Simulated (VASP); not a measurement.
# ScPb7F16 (a cell with a defect) in VASP: further runs, part 2 of 2

VASP 6.6.1. Earlier steps stand in the parts before.

### Step 3. Electric field gradients, PBE

Input file INCAR:

```
SYSTEM = ScPb7F16
  PREC = Accurate
  ENCUT = 520
  EDIFF = 1E-8
  ISMEAR = -1
  SIGMA = 0.01
  LREAL = Auto
  LASPH = .True.
  NELM = 80
  ALGO = Fast
  ISIF = 2
  LWAVE = .False.
  LCHARG = .False.
  GGA = PE
  LEFG = .True.
  NELECT = 220.0
  NBANDS = 128
```

Input file KPOINTS:

```
regular mesh
0
Gamma
  3 3 3
  0 0 0
```

Input file POSCAR:

```
ScPb7F16
1.0
    0.0000000000      5.9158968646      5.9158968646
    5.9158968646      0.0000000000      5.9158968646
    5.9158968646      5.9158968646      0.0000000000
Sc Pb F
1 7 16
Direct
    0.0000000000      0.0000000000      0.0000000000
    0.0000000000      0.0000000000      0.5000000000
    0.0000000000      0.5000000000      0.0000000000
    0.0000000000      0.5000000000      0.5000000000
    0.5000000000      0.0000000000      0.0000000000
    0.5000000000      0.0000000000      0.5000000000
    0.5000000000      0.5000000000      0.0000000000
    0.5000000000      0.5000000000      0.5000000000
    0.3750000000      0.3750000000      0.3750000000
    0.3750000000      0.3750000000      0.8750000000
    0.3750000000      0.8750000000      0.3750000000
    0.3750000000      0.8750000000      0.8750000000
    0.8750000000      0.3750000000      0.3750000000
    0.8750000000      0.3750000000      0.8750000000
    0.8750000000      0.8750000000      0.3750000000
    0.8750000000      0.8750000000      0.8750000000
    0.1250000000      0.1250000000      0.1250000000
    0.1250000000      0.1250000000      0.6250000000
    0.1250000000      0.6250000000      0.1250000000
    0.1250000000      0.6250000000      0.6250000000
    0.6250000000      0.1250000000      0.1250000000
    0.6250000000      0.1250000000      0.6250000000
    0.6250000000      0.6250000000      0.1250000000
    0.6250000000      0.6250000000      0.6250000000
```

Potentials or basis: VASP PAW PBE potentials, release 64 (Sc_sv, Pb_d, F).

Command:

```sh
$ cat potpaw_PBE.64/Sc_sv/POTCAR potpaw_PBE.64/Pb_d/POTCAR potpaw_PBE.64/F/POTCAR > POTCAR
$ mpirun -np 1 vasp_std > vasp.out
```

OUTCAR:

```text
SYSTEM = ScPb7F16
   PREC = Accurate
   ENCUT = 520
   EDIFF = 1E-8
   ISMEAR = -1
   LREAL = Auto
   LASPH = .True.
   NELM = 80
   ISIF = 2
   GGA = PE
   NELECT = 220.0

 ion  position               nearest neighbor table
   1  0.000  0.000  0.000-  15 2.56  18 2.56  12 2.56  16 2.56  17 2.56  14 2.56  19 2.56  21 2.56

   2  0.000  0.000  0.500-  16 2.56  17 2.56  15 2.56  11 2.56  13 2.56  18 2.56  20 2.56  22 2.56

   3  0.000  0.500  0.000-  13 2.56  20 2.56  14 2.56  16 2.56  17 2.56  19 2.56  10 2.56  23 2.56
[... 13 lines left out ...]
  11  0.375  0.875  0.375-   5 2.56   2 2.56   6 2.56   8 2.56
  12  0.375  0.875  0.875-   6 2.56   5 2.56   1 2.56   7 2.56
  13  0.875  0.375  0.375-   3 2.56   2 2.56   4 2.56   8 2.56
  14  0.875  0.375  0.875-   4 2.56   3 2.56   1 2.56   7 2.56
[... 8 lines left out ...]
  23  0.625  0.625  0.125-   8 2.56   5 2.56   7 2.56   3 2.56
  24  0.625  0.625  0.625-   7 2.56   6 2.56   4 2.56   8 2.56

  LATTYP: Found a face centered cubic cell.
 ALAT       =    11.8317937292

  Lattice vectors:

 A1 = (   0.0000000000,   5.9158968646,   5.9158968646)
 A2 = (   5.9158968646,   0.0000000000,   5.9158968646)
 A3 = (   5.9158968646,   5.9158968646,   0.0000000000)

Analysis of symmetry for initial positions (statically):
=====================================================================
 Subroutine PRICEL returns:
 Original cell was already a primitive cell.

 Routine SETGRP: Setting up the symmetry group for a
 face centered cubic supercell.

 Subroutine GETGRP returns: Found 48 space group operations
 (whereof 48 operations were pure point group operations)
 out of a pool of 48 trial point group operations.

[... 707 lines left out ...]
  energy-cutoff  :      520.00
  volume of cell :      414.09
      direct lattice vectors                 reciprocal lattice vectors
     0.000000000  5.915896865  5.915896865    -0.084518039  0.084518039  0.084518039
     5.915896865  0.000000000  5.915896865     0.084518039 -0.084518039  0.084518039
     5.915896865  5.915896865  0.000000000     0.084518039  0.084518039 -0.084518039

 POSITION                                       TOTAL-FORCE (eV/Angst)
 -----------------------------------------------------------------------------------
      0.00000      0.00000      0.00000         0.000000      0.000000      0.000000
      2.95795      2.95795      0.00000         0.000000     -0.000000     -0.000000
      2.95795      0.00000      2.95795        -0.000000     -0.000000      0.000000
      5.91590      2.95795      2.95795         0.000000      0.000000      0.000000
      0.00000      2.95795      2.95795        -0.000000      0.000000     -0.000000
      2.95795      5.91590      2.95795         0.000000     -0.000000      0.000000
[... 16 lines left out ...]
      4.43692      4.43692      7.39487        -0.100696     -0.100696      0.100696
      7.39487      7.39487      7.39487         0.100696      0.100696      0.100696
 -----------------------------------------------------------------------------------
    total drift:                                0.000000      0.000000     -0.000000

  FREE ENERGIE OF THE ION-ELECTRON SYSTEM (eV)
  ---------------------------------------------------
  free  energy   TOTEN  =      -123.3249221830 eV

  energy  without entropy=     -123.3249221830  energy(sigma->0) =     -123.32492218

 Electric field gradients (V/A^2)
---------------------------------------------------------------------
 ion       V_xx      V_yy      V_zz      V_xy      V_xz      V_yz
---------------------------------------------------------------------
   1      -0.000    -0.000     0.000     0.001     0.001     0.001
   2       0.342     0.342    -0.683    36.776    -0.001    -0.001
   3       0.342    -0.683     0.342    -0.001    36.776    -0.001
   4      -0.684     0.342     0.342    -0.001    -0.001   -36.778
   5      -0.683     0.342     0.342    -0.001    -0.001    36.776
   6       0.342    -0.684     0.342    -0.001   -36.778    -0.001
[... 16 lines left out ...]
  23       0.000     0.000    -0.000    -1.059     1.061     1.061
  24      -0.000    -0.000    -0.000    -1.059    -1.059    -1.059
---------------------------------------------------------------------

 Electric field gradients after diagonalization (V/A^2)
 (convention: |V_zz| > |V_xx| > |V_yy|)
----------------------------------------------------------------------
 ion       V_xx      V_yy      V_zz     asymmetry (V_yy - V_xx)/ V_zz
----------------------------------------------------------------------
   1      -0.001    -0.001     0.003       0.000
   2     -36.434    -0.683    37.117       0.963
   3     -36.434    -0.683    37.117       0.963
   4     -36.436    -0.684    37.120       0.963
   5     -36.434    -0.683    37.117       0.963
   6     -36.436    -0.684    37.120       0.963
[... 16 lines left out ...]
  23       1.062     1.059    -2.121       0.002
  24       1.059     1.059    -2.117       0.000
----------------------------------------------------------------------

           NMR quadrupolar parameters

 Cq : quadrupolar parameter    Cq=e*Q*V_zz/h
 eta: asymmetry parameters     (V_yy - V_xx)/ V_zz
 Q  : nuclear electric quadrupole moment in mb (millibarn)
----------------------------------------------------------------------
 ion       Cq(MHz)       eta       Q (mb)
----------------------------------------------------------------------
   1       0.000       0.000       1.000
   2       0.090       0.963       1.000
   3       0.090       0.963       1.000
   4       0.090       0.963       1.000
   5       0.090       0.963       1.000
   6       0.090       0.963       1.000
[... 16 lines left out ...]
  23      -0.005       0.002       1.000
  24      -0.005       0.000       1.000
----------------------------------------------------------------------
```

stdout:

```text
POSCAR found type information on POSCAR ScPbF
 POSCAR found :  3 types and      24 ions
 scaLAPACK will be used
 LDA part: xc-table for (Slater+PW92), standard interpolation
 POSCAR, INCAR and KPOINTS ok, starting setup
 FFT: planning ... GRIDC
 FFT: planning ... GRID_SOFT
 FFT: planning ... GRID
 WAVECAR not read
 entering main loop
 the old and the new charge density differ
 old charge density:   221.00000 new  220.00000
    0.232E+01
WARNING in EDDRMM: call to ZHEGV failed, returncode =   8  4    110
ion   1

ion   2

ion   3

ion   4

ion   5

ion   6

ion   7

ion   8

ion   9

ion  10

ion  11

ion  12

ion  13

ion  14

ion  15

ion  16

ion  17

ion  18

ion  19

ion  20

ion  21

ion  22

ion  23

ion  24
```

Wall time 22 min (1 thread of Intel Xeon Platinum 8259CL at 2.50GHz (Skylake/Cascade Lake), shared host); peak memory 0.66 GiB.

Results:

| Item | Value |
| --- | --- |
| Free energy | -123.3249 eV |
| Largest force | 1.749 eV/Å |
| Band gap on the k mesh | 1.32 eV, indirect (least direct gap 1.35 eV) |

Forces in eV/Å, atoms in the order of the input:
```
Sc   0.000  0.000  0.000
Pb   0.000  0.000  0.000
Pb   0.000  0.000  0.000
Pb   0.000  0.000  0.000
Pb   0.000  0.000  0.000
Pb   0.000  0.000  0.000
Pb   0.000  0.000  0.000
Pb   0.000  0.000  0.000
F   -0.101 -0.101 -0.101
F    0.101  0.101 -0.101
F    0.101 -0.101  0.101
F    1.010 -1.010 -1.010
F   -0.101  0.101  0.101
F   -1.010  1.010 -1.010
F   -1.010 -1.010  1.010
F    1.010  1.010  1.010
F   -1.010 -1.010 -1.010
F    1.010  1.010 -1.010
F    1.010 -1.010  1.010
F    0.101 -0.101 -0.101
F   -1.010  1.010  1.010
F   -0.101  0.101 -0.101
F   -0.101 -0.101  0.101
F    0.101  0.101  0.101
```

Electric field gradients, principal values (V/Å²):
| atom | Vxx | Vyy | Vzz |
| --- | --- | --- | --- |
| 1 Sc | -0.001 | -0.001 | 0.003 |
| 2 Pb | -0.683 | -36.434 | 37.117 |
| 3 Pb | -0.683 | -36.434 | 37.117 |
| 4 Pb | -0.684 | -36.436 | 37.120 |
| 5 Pb | -0.683 | -36.434 | 37.117 |
| 6 Pb | -0.684 | -36.436 | 37.120 |
| 7 Pb | -0.684 | -36.436 | 37.120 |
| 8 Pb | 0.001 | 0.001 | -0.002 |
| 9 F | 1.059 | 1.059 | -2.117 |
| 10 F | 1.059 | 1.062 | -2.121 |
| 11 F | 1.059 | 1.062 | -2.121 |
| 12 F | -19.500 | -19.504 | 39.004 |
| 13 F | 1.059 | 1.062 | -2.121 |
| 14 F | -19.500 | -19.504 | 39.004 |
| 15 F | -19.500 | -19.504 | 39.004 |
| 16 F | -19.504 | -19.504 | 39.008 |
| 17 F | -19.504 | -19.504 | 39.008 |
| 18 F | -19.500 | -19.504 | 39.004 |
| 19 F | -19.500 | -19.504 | 39.004 |
| 20 F | 1.059 | 1.062 | -2.121 |
| 21 F | -19.500 | -19.504 | 39.004 |
| 22 F | 1.059 | 1.062 | -2.121 |
| 23 F | 1.059 | 1.062 | -2.121 |
| 24 F | 1.059 | 1.059 | -2.117 |

Caveat: the cell carries a net charge on a neutralising background, which shifts energy and pressure; the cell is charged against a uniform background, so pressure and absolute levels hang on convention; spin-orbit coupling is left out, which as a rule narrows the gap of such compounds by several tenths of an eV.
